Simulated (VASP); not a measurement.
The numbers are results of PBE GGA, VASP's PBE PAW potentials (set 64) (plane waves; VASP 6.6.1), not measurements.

A VASP calculation is set up with these files.

**INCAR**
```
! general
SYSTEM   =  La
PREC     =  Accurate
ENCUT    =  300
LREAL    =  F
LASPH    =  T

! electronic loop
EDIFF    =  1E-6
NELM     =  100
ALGO     =  Normal
LMAXMIX  =  6

! smearing
ISMEAR   =  1
SIGMA    =  0.3

! functional
GGA      =  PE

! ions
ISIF     =  2

! output
LWAVE    =  F
LCHARG   =  F
```

File KPOINTS:
```
Automatic mesh
0
Gamma
7 7 4
0 0 0
```

File POSCAR:
```
La
1
    3.7609530000     0.0000000000     0.0000000000
   -1.8804760000     3.2570800000     0.0000000000
    0.0000000000     0.0000000000     6.1062600000
La
2
Direct
  0.3274470000   0.6671800000   0.2497200000
  0.6725530000   0.3328200000   0.7502800000
```

POTCAR, in this order: La (PBE.64 set). Program: vasp_std.

What VASP printed:

OSZICAR:
```
       N       E                     dE             d eps       ncg     rms          rms(c)
DAV:   1     0.222259012017E+03    0.22226E+03   -0.60350E+03  2978   0.128E+03
DAV:   2     0.212948613412E+02   -0.20096E+03   -0.19950E+03  4535   0.341E+02
DAV:   3    -0.603114424525E+01   -0.27326E+02   -0.26961E+02  5124   0.140E+02
DAV:   4    -0.938216835936E+01   -0.33510E+01   -0.33011E+01  5932   0.436E+01
DAV:   5    -0.966681076994E+01   -0.28464E+00   -0.28204E+00  4876   0.121E+01    0.320E+00
DAV:   6    -0.968879387711E+01   -0.21983E-01   -0.40514E-01  5932   0.514E+00    0.166E+00
DAV:   7    -0.968221575989E+01    0.65781E-02   -0.36742E-02  5452   0.165E+00    0.456E-01
DAV:   8    -0.968319723269E+01   -0.98147E-03   -0.66594E-03  5540   0.657E-01    0.142E-01
DAV:   9    -0.968350029613E+01   -0.30306E-03   -0.50689E-04  5908   0.189E-01    0.124E-01
DAV:  10    -0.968409505257E+01   -0.59476E-03   -0.16634E-03  5132   0.285E-01    0.522E-02
DAV:  11    -0.968423271133E+01   -0.13766E-03   -0.61931E-04  5924   0.166E-01    0.148E-02
DAV:  12    -0.968424250390E+01   -0.97926E-05   -0.49085E-05  5940   0.463E-02    0.802E-03
DAV:  13    -0.968424246996E+01    0.33942E-07   -0.35490E-06  5156   0.171E-02
   1 F= -.96842425E+01 E0= -.96716711E+01  d E =-.377142E-01
```

File OUTCAR:
```
------------------------ aborting loop because EDIFF is reached ----------------------------------------
  FORCE on cell =-STRESS in cart. coord.  units (eV):
  Direction    XX          YY          ZZ          XY          YZ          ZX
  --------------------------------------------------------------------------------------
  Total       -0.0118033     -0.0065506      0.2824229      0.0332952     -0.0000588      0.0006672
  in kB       -0.2528204     -0.1403109      6.0493523      0.7131653     -0.0012589      0.0142907
  external PRESSURE =       1.8854070 kB  Pullay stress =       0.0000000 kB
  volume of cell :       74.80
      direct lattice vectors                 reciprocal lattice vectors
     3.760953000  0.000000000  0.000000000     0.265890055  0.153511694  0.000000000
    -1.880476000  3.257080000  0.000000000     0.000000000  0.307023469  0.000000000
     0.000000000  0.000000000  6.106260000     0.000000000  0.000000000  0.163766364
 POSITION                                       TOTAL-FORCE (eV/Angst)
 -----------------------------------------------------------------------------------
     -0.02310      2.17306      1.52486        -0.008246      0.000102      0.003316
      1.90358      1.08402      4.58140         0.008246     -0.000102     -0.003316
 -----------------------------------------------------------------------------------
    total drift:                               -0.000000      0.000000     -0.000000
  FREE ENERGIE OF THE ION-ELECTRON SYSTEM (eV)
  ---------------------------------------------------
  free  energy   TOTEN  =        -9.6842424700 eV

  energy  without entropy=       -9.6465282573  energy(sigma->0) =       -9.67167107
```
(Selected blocks of OUTCAR.)

At this cut-off the stress carries a Pulay error, which pulls relaxed volumes low.

The structure was generated: La was put into an ordered model structure, which need not be its known phase. The cell was not relaxed at this level, atoms are displaced from their ideal sites. The run is one of a series of settings (ISMEAR = 1, SIGMA = 0.3 against the base run), some of them coarse on purpose.
